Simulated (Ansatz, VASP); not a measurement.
ScSi2 in VASP and in Ansatz

```xyz
3
Lattice="3.6600 0.0000 0.0000 -1.8300 3.1697 0.0000 0.0000 0.0000 3.8700" Properties=species:S:1:pos:R:3 pbc="T T T"
Sc    0.0000    0.0000    0.0000
Si    0.0915    2.1659    1.9350
Si    1.7385    1.0037    1.9350
```

Change from the starting cell: shortest bond scaled by 1.1, LAPW.

Alike in both runs: task single point; functional PBE; k mesh 10 × 10 × 8; occupations fermi-dirac, width 0.05 eV; no spin polarisation.

|  | VASP | Ansatz |
| --- | --- | --- |
| version | VASP 6.6.1 | Ansatz 0.2.0 |
| potentials or method | VASP PAW PBE potentials, release 64 (Sc_sv, Si), cutoff 520 eV | all-electron LAPW, scalar-relativistic |

```csv
,VASP,Ansatz,Ansatz less VASP
pressure (GPa),28.8,28.7,-0.10
largest component of the traceless stress (GPa),27.78,27.94,+0.156
rms of the force components (eV/Å),1.881,1.885,+0.0044
```

Atom by atom the forces differ by 0.004 eV/Å (rms over components). Ansatz ran all-electron here, so the differences hold the error of VASP's frozen core and of both bases.

Caveats: so large a pressure means that the cell lies far from this level's equilibrium, or that cutoff or potentials fall short (VASP); forces of over 1 eV/Å show positions far from the minimum, so gaps and moduli don't describe the material at rest.
